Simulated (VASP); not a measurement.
Level of theory: HSEsol screened hybrid, VASP's PBE PAW potentials (set 64) (plane waves; VASP).

The input files of a VASP run:

**KPOINTS**
```
kpoints
0
Gamma
 6 6 6
```

File POSCAR:
```
InSb
1
    0.0000000000     3.2831575175     3.2831575175
    3.2831575175     0.0000000000     3.2831575175
    3.2831575175     3.2831575175     0.0000000000
In Sb
1 1
Direct
  0.0000000000   1.0000000000   0.0000000000
  0.2500000000   0.2500000000   0.2500000000
```

### INCAR
```
SYSTEM = InSb
PREC = Accurate
ENCUT = 520
EDIFF = 1E-6
NELM = 60
ALGO = Normal
LREAL = .FALSE.
LASPH = .TRUE.
ISMEAR = 0
SIGMA = 0.05
GGA = PS
HFSCREEN = 0.2
AEXX = 0.25
LHFCALC = .TRUE.
PRECFOCK = Fast
ISYM = 3
LMAXMIX = 4
LWAVE = .FALSE.
LCHARG = .FALSE.
ISIF = 2
```

POTCAR, in this order: In_d Sb (PBE.64 set). Program: vasp_std. Read from the step before: WAVECAR.

The run wrote:

OUTCAR:
```
 ion  position               nearest neighbor table
   1  0.000  0.000  0.000-   2 2.84   2 2.84   2 2.84   2 2.84
   2  0.250  0.250  0.250-   1 2.84   1 2.84   1 2.84   1 2.84
  LATTYP: Found a face centered cubic cell.
 ALAT       =     6.5663150350
 Subroutine PRICEL returns:
 Original cell was already a primitive cell.
 Subroutine GETGRP returns: Found 24 space group operations
The static configuration has the point symmetry T_d .
The dynamic configuration has the point symmetry T_d .
 Subroutine INISYM returns: Found 24 space group operations
 Subroutine IBZKPT returns following result:
 Found     16 irreducible k-points:

 Following reciprocal coordinates:
            Coordinates               Weight
  0.000000  0.000000  0.000000      1.000000
  0.166667  0.000000  0.000000      8.000000
  0.333333  0.000000  0.000000      8.000000
  0.500000  0.000000  0.000000      4.000000
  0.166667  0.166667  0.000000      6.000000
  0.333333  0.166667  0.000000     24.000000
  0.500000  0.166667  0.000000     24.000000
 -0.333333  0.166667  0.000000     24.000000
 -0.166667  0.166667  0.000000     12.000000
  0.333333  0.333333  0.000000      6.000000
  0.500000  0.333333  0.000000     24.000000
 -0.333333  0.333333  0.000000     12.000000
  0.500000  0.500000  0.000000      3.000000
  0.500000  0.333333  0.166667     24.000000
 -0.333333  0.333333  0.166667     24.000000
 -0.333333  0.500000  0.166667     12.000000
 Subroutine IBZKPT_HF returns following result:
   k-points           NKPTS =     16   k-points in BZ     NKDIM =    216   number of bands    NBANDS=     13
   number of dos      NEDOS =    301   number of ions     NIONS =      2
   total plane-waves  NPLWV =  46656
   dimension x,y,z NGX =    36 NGY =   36 NGZ =   36
   dimension x,y,z NGXF=    72 NGYF=   72 NGZF=   72
   ions per type =               1   1
   PREC   = accura    normal or accurate (medium, high low for compatibility)
...
```

OSZICAR:
```
       N       E                     dE             d eps       ncg     rms          rms(c)
DAV:   1    -0.896663472242E+01   -0.89666E+01   -0.19099E+00   421   0.964E+00    0.172E+01
DAV:   2    -0.898092645362E+01   -0.14292E-01   -0.56735E-02   519   0.198E+00    0.114E+01
DAV:   3    -0.898001662041E+01    0.90983E-03   -0.28211E-03   629   0.401E-01    0.718E+00
DAV:   4    -0.897946910508E+01    0.54752E-03   -0.16626E-04   489   0.129E-01    0.428E+00
DAV:   5    -0.897927885465E+01    0.19025E-03   -0.77033E-05   477   0.854E-02    0.254E+00
DAV:   6    -0.897921770421E+01    0.61150E-04   -0.24472E-05   478   0.492E-02    0.150E+00
DAV:   7    -0.897919829763E+01    0.19407E-04   -0.72255E-06   467   0.270E-02    0.887E-01
DAV:   8    -0.897919309901E+01    0.51986E-05   -0.25528E-06   436   0.149E-02    0.523E-01
DAV:   9    -0.897919186700E+01    0.12320E-05   -0.81291E-07   249   0.840E-03    0.309E-01
DAV:  10    -0.897919275295E+01   -0.88595E-06   -0.49949E-07   223   0.603E-03
   1 F= -.89791928E+01 E0= -.89791794E+01  d E =-.266906E-04
```

### OUTCAR
```
------------------------ aborting loop because EDIFF is reached ----------------------------------------
  FORCE on cell =-STRESS in cart. coord.  units (eV):
  Direction    XX          YY          ZZ          XY          YZ          ZX
  --------------------------------------------------------------------------------------
  Total       -1.0151787     -1.0151787     -1.0151787      0.0000000      0.0000000      0.0000000
  in kB      -22.9798879    -22.9798879    -22.9798879      0.0000000      0.0000000      0.0000000
  external PRESSURE =     -22.9798879 kB  Pullay stress =       0.0000000 kB
  volume of cell :       70.78
      direct lattice vectors                 reciprocal lattice vectors
     0.000000000  3.283157517  3.283157517    -0.152292419  0.152292419  0.152292419
     3.283157517  0.000000000  3.283157517     0.152292419 -0.152292419  0.152292419
     3.283157517  3.283157517  0.000000000     0.152292419  0.152292419 -0.152292419
  FREE ENERGIE OF THE ION-ELECTRON SYSTEM (eV)
  ---------------------------------------------------
  free  energy   TOTEN  =        -8.9791927530 eV

  energy  without entropy=       -8.9791660624  energy(sigma->0) =       -8.97917941

  exchange ACFDT corr.  =         0.00000000  see jH, gK, PRB 81, 115126
```
(Selected blocks of OUTCAR.)

**OUTCAR**
```
 val. band max:        4.1975872592   @ k =   0.0000   0.0000   0.0000

 cond. band min:       4.3652760201   @ k =   0.0000   0.0000   0.0000


 Fermi energy:         4.2886071490

 k-point     1 :       0.0000    0.0000    0.0000
  band No.  band energies     occupation
      1     -12.0836      2.00000
      2     -12.0836      2.00000
      3     -12.0836      2.00000
      4     -12.0024      2.00000
      5     -12.0024      2.00000
      6      -7.3203      2.00000
      7       4.1976      1.98996
      8       4.1976      1.98996
      9       4.1976      1.98996
     10       4.3653      0.03012
     11       7.8121      0.00000
     12       7.8121      0.00000
     13       7.8121      0.00000

 k-point     2 :       0.1667    0.0000    0.0000
  band No.  band energies     occupation
      1     -12.0925      2.00000
      2     -12.0788      2.00000
      3     -12.0788      2.00000
      4     -12.0026      2.00000
      5     -12.0026      2.00000
      6      -7.0603      2.00000
      7       1.6720      2.00000
      8       3.8652      2.00000
      9       3.8652      2.00000
     10       5.6210      0.00000
     11       8.2734      0.00000
     12       8.2734      0.00000
     13       8.4854      0.00000

 k-point     3 :       0.3333    0.0000    0.0000
  band No.  band energies     occupation
      1     -12.1101      2.00000
      2     -12.0702      2.00000
      3     -12.0702      2.00000
      4     -12.0020      2.00000
      5     -12.0020      2.00000
      6      -6.3886      2.00000
      7      -0.6670      2.00000
      8       3.3687      2.00000
      9       3.3687      2.00000
     10       5.3707      0.00000
     11       8.6885      0.00000
     12       8.6885      0.00000
     13      10.6400      0.00000

 k-point     4 :       0.5000    0.0000    0.0000
  band No.  band energies     occupation
      1     -12.1189      2.00000
      2     -12.0666      2.00000
      3     -12.0666      2.00000
...
```

Unless said otherwise, spin-orbit coupling is left out, though it shifts the bands of the heavy elements here.

The compound is InSb in the zinc blende structure. This cell is one point of a volume scan, at 0.97 of the reference volume. The cell's shape comes from a PBE relaxation.
